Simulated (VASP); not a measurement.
Computed with PBEsol GGA, VASP's PBE PAW potentials (set 64) (plane waves; VASP).

A VASP calculation is set up with these files.

**POSCAR**
```
CuI
1.0
  0.0000000000   2.8355038101   2.8355038101
  2.8355038101   0.0000000000   2.8355038101
  2.8355038101   2.8355038101   0.0000000000
Cu I
1 1
Cart
  0.0000000000   0.0000000000   0.0000000000
  1.4177519051   1.4177519051   1.4177519051
```

**KPOINTS**
```
Automatic mesh
0
Gamma
8 8 8
0 0 0
```

### INCAR
```
ALGO  =  Normal
EDIFF  =  1E-6
EDIFFG  =  -0.02
ENCUT  =  500
GGA  =  PS
IBRION  =  2
ISIF  =  3
ISMEAR  =  0
LASPH  =  .True.
LCHARG  =  .False.
LMAXMIX  =  4
LREAL  =  .False.
LWAVE  =  .False.
NELM  =  100
NSW  =  40
PREC  =  Accurate
PSTRESS  =  200
SIGMA  =  0.05
SYSTEM  =  CuI
```

POTCAR, in this order: Cu I (PBE.64 set). Program: vasp_std.

The run wrote:

OSZICAR:
```
       N       E                     dE             d eps       ncg     rms          rms(c)
DAV:   1     0.109287507641E+03    0.10929E+03   -0.81383E+03   754   0.152E+03
DAV:   2     0.195129862304E+01   -0.10734E+03   -0.10098E+03   754   0.278E+02
DAV:   3    -0.634533816698E+01   -0.82966E+01   -0.81862E+01  1032   0.899E+01
DAV:   4    -0.659705395379E+01   -0.25172E+00   -0.25159E+00   918   0.138E+01
DAV:   5    -0.660466178885E+01   -0.76078E-02   -0.76077E-02  1074   0.247E+00    0.762E+00
DAV:   6    -0.647472675142E+01    0.12994E+00   -0.73177E+00   769   0.849E+01    0.503E+00
DAV:   7    -0.613929186705E+01    0.33543E+00   -0.16250E+00   884   0.508E+01    0.234E+00
DAV:   8    -0.614127148755E+01   -0.19796E-02   -0.11786E-01  1122   0.747E+00    0.764E-01
DAV:   9    -0.613299887441E+01    0.82726E-02   -0.35716E-02   918   0.639E+00    0.253E-01
DAV:  10    -0.613319024332E+01   -0.19137E-03   -0.15310E-03   900   0.409E-01    0.197E-01
DAV:  11    -0.613309439646E+01    0.95847E-04   -0.69509E-04  1046   0.945E-01    0.530E-02
DAV:  12    -0.613310495544E+01   -0.10559E-04   -0.11336E-04   859   0.837E-02    0.433E-02
DAV:  13    -0.613310589678E+01   -0.94135E-06   -0.30069E-06   884   0.169E-02
   1 F= -.44143062E+00 E0= -.44143062E+00  d E =-.441431E+00
       N       E                     dE             d eps       ncg     rms          rms(c)
DAV:   1    -0.208022711633E+02   -0.14669E+02   -0.17451E+02   834   0.335E+02    0.419E+01
DAV:   2    -0.250589002174E+02   -0.42566E+01   -0.33369E+02   754   0.604E+02    0.214E+01
DAV:   3    -0.656350019946E+01    0.18495E+02   -0.66234E+01   909   0.209E+02    0.827E+00
DAV:   4    -0.505435487594E+01    0.15091E+01   -0.16439E+01   907   0.166E+02    0.683E+00
DAV:   5    -0.523287896057E+01   -0.17852E+00   -0.86392E+00   851   0.962E+01    0.605E+00
DAV:   6    -0.493086447075E+01    0.30201E+00   -0.84094E-01   909   0.353E+01    0.352E+00
DAV:   7    -0.490592806092E+01    0.24936E-01   -0.84882E-01   910   0.346E+01    0.141E+00
DAV:   8    -0.488210706917E+01    0.23821E-01   -0.17110E-01  1130   0.128E+01    0.932E-01
DAV:   9    -0.488193628225E+01    0.17079E-03   -0.38491E-03  1163   0.813E-01    0.816E-01
DAV:  10    -0.488113121579E+01    0.80507E-03   -0.10890E-03  1171   0.116E+00    0.239E-01
DAV:  11    -0.488105311369E+01    0.78102E-04   -0.59844E-04   886   0.193E-01    0.125E-01
DAV:  12    -0.488102457904E+01    0.28535E-04   -0.33901E-05  1165   0.193E-01    0.956E-02
DAV:  13    -0.488099953007E+01    0.25049E-04   -0.13323E-04   904   0.464E-01    0.399E-02
DAV:  14    -0.488099976144E+01   -0.23137E-06   -0.15061E-05   903   0.469E-02    0.937E-03
DAV:  15    -0.488099962891E+01    0.13253E-06   -0.40064E-07   392   0.257E-02
   2 F= -.26611929E+00 E0= -.26611929E+00  d E =0.175311E+00
       N       E                     dE             d eps       ncg     rms          rms(c)
DAV:   1    -0.943522118601E+01   -0.45542E+01   -0.71156E+01   764   0.256E+02    0.136E+01
DAV:   2    -0.643350785820E+01    0.30017E+01   -0.20161E+01   909   0.187E+02    0.301E+00
DAV:   3    -0.597374539587E+01    0.45976E+00   -0.29397E+00   829   0.593E+01    0.318E+00
DAV:   4    -0.581385377303E+01    0.15989E+00   -0.71350E-01  1043   0.223E+01    0.109E+00
DAV:   5    -0.580816734388E+01    0.56864E-02   -0.27340E-02  1115   0.400E+00    0.822E-01
DAV:   6    -0.580513967910E+01    0.30277E-02   -0.12300E-03  1171   0.115E+00    0.503E-01
DAV:   7    -0.580402391544E+01    0.11158E-02   -0.33420E-03   922   0.108E+00    0.410E-02
DAV:   8    -0.580402755211E+01   -0.36367E-05   -0.38249E-05   904   0.559E-02    0.111E-02
DAV:   9    -0.580402799584E+01   -0.44373E-06   -0.12272E-05   924   0.121E-01    0.773E-03
DAV:  10    -0.580402846193E+01   -0.46609E-06   -0.19631E-06   527   0.486E-02
   3 F= -.56844135E+00 E0= -.56844135E+00  d E =-.127011E+00
       N       E                     dE             d eps       ncg     rms          rms(c)
DAV:   1    -0.579319689250E+01    0.10831E-01   -0.24436E-02   784   0.437E+00    0.313E-01
DAV:   2    -0.579232740583E+01    0.86949E-03   -0.15084E-02   824   0.454E+00    0.139E-01
DAV:   3    -0.579170552301E+01    0.62188E-03   -0.31305E-03   814   0.219E+00    0.543E-02
DAV:   4    -0.579165225874E+01    0.53264E-04   -0.16949E-04   859   0.125E-01    0.177E-02
DAV:   5    -0.579164949341E+01    0.27653E-05   -0.77286E-06  1028   0.890E-02    0.139E-02
DAV:   6    -0.579164844688E+01    0.10465E-05   -0.96696E-07   382   0.165E-02    0.443E-03
DAV:   7    -0.579164831556E+01    0.13132E-06   -0.66276E-07   377   0.223E-02
   4 F= -.56856645E+00 E0= -.56856645E+00  d E =-.127136E+00
```

### OUTCAR
```
------------------------ aborting loop because EDIFF is reached ----------------------------------------
  FORCE on cell =-STRESS in cart. coord.  units (eV):
  Direction    XX          YY          ZZ          XY          YZ          ZX
  --------------------------------------------------------------------------------------
  Total        5.2162612      5.2162612      5.2162612      0.0000000      0.0000000      0.0000000
  in kB      199.7388250    199.7388250    199.7388250      0.0000000      0.0000000      0.0000000
  external PRESSURE =      -0.2611750 kB  Pullay stress =     200.0000000 kB
  volume of cell :       41.84
      direct lattice vectors                 reciprocal lattice vectors
     0.000000000  2.755449619  2.755449619    -0.181458589  0.181458589  0.181458589
     2.755449619  0.000000000  2.755449619     0.181458589 -0.181458589  0.181458589
     2.755449619  2.755449619  0.000000000     0.181458589  0.181458589 -0.181458589
  FREE ENERGIE OF THE ION-ELECTRON SYSTEM (eV)
  ---------------------------------------------------
  free  energy   TOTEN  =        -5.7916483156 eV

  energy  without entropy=       -5.7916483156  energy(sigma->0) =       -5.79164832
  enthalpy is  TOTEN    =        -0.5685664479 eV   P V=        5.2230818677

 reached required accuracy - stopping structural energy minimisation
```
(Selected blocks of OUTCAR.)

### CONTCAR
```
CuI
   1.00000000000000
     0.0000000000000000    2.7554496189418245    2.7554496189418245
     2.7554496189418245    0.0000000000000000    2.7554496189418245
     2.7554496189418245    2.7554496189418245    0.0000000000000000
  Cu              I
     1     1
Direct
     1.0000000000000000    0.0000000000000000    0.0000000000000000
     0.2500000000000000    0.2500000000000000    0.2500000000000000
```

Energy and stress use the plane-wave basis of the starting cell.

The structure was generated: CuI was put into the zinc blende type (F-43m), which need not be its known phase. This run relaxes it under an external pressure of 20 GPa. Symmetry was kept, so distortions that lower it aren't found.
